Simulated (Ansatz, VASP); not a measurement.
One calculation of ZrSnSe3, two programs

```
CELL_PARAMETERS angstrom
4.83865 0.00000 0.00000
-2.41932 4.19039 0.00000
0.00000 0.00000 5.80735
ATOMIC_POSITIONS crystal
Zr 0.33333 0.66667 0.00000
Sn 0.00000 0.00000 0.50000
Se 0.66667 0.33333 0.24892
Se 0.66667 0.33333 0.75108
Se 0.00000 0.00000 0.00000
```

Change from the starting cell: species swapped into the GaFe3As type (P-6m2, No. 187).

Alike in both runs: task single point; functional PBE; k mesh 6 × 6 × 4; occupations gaussian, width 0.1 eV; no spin polarisation.

|  | VASP | Ansatz |
| --- | --- | --- |
| version | VASP 6.6.1 | Ansatz 0.2.0 |
| potentials or method | VASP PAW PBE potentials, release 64 (Zr_sv, Sn_d, Se) | scalar-relativistic, plane waves, PAW |
| plane-wave cutoff (eV) | 520 | 420 |
| valence electrons in the cell | 44 | 74 |

Ansatz gave:

```
gap on the k mesh at the Fermi level (eV)       : none
pressure (GPa)                                  : 0.9
largest component of the traceless stress (GPa) : 10.07
rms of the force components (eV/Å)              : 0.018
```

Task: Estimate VASP's values.

Result: gap on the k mesh at the Fermi level (eV): none; pressure (GPa): 0.9; largest component of the traceless stress (GPa): 10.05; rms of the force components (eV/Å): 0.017.

Atom by atom the forces differ by 0.001 eV/Å (rms over components). A gap of «none» marks a metal or a gap that the smearing closes. The two sets of potentials don't hold the same shells in valence.
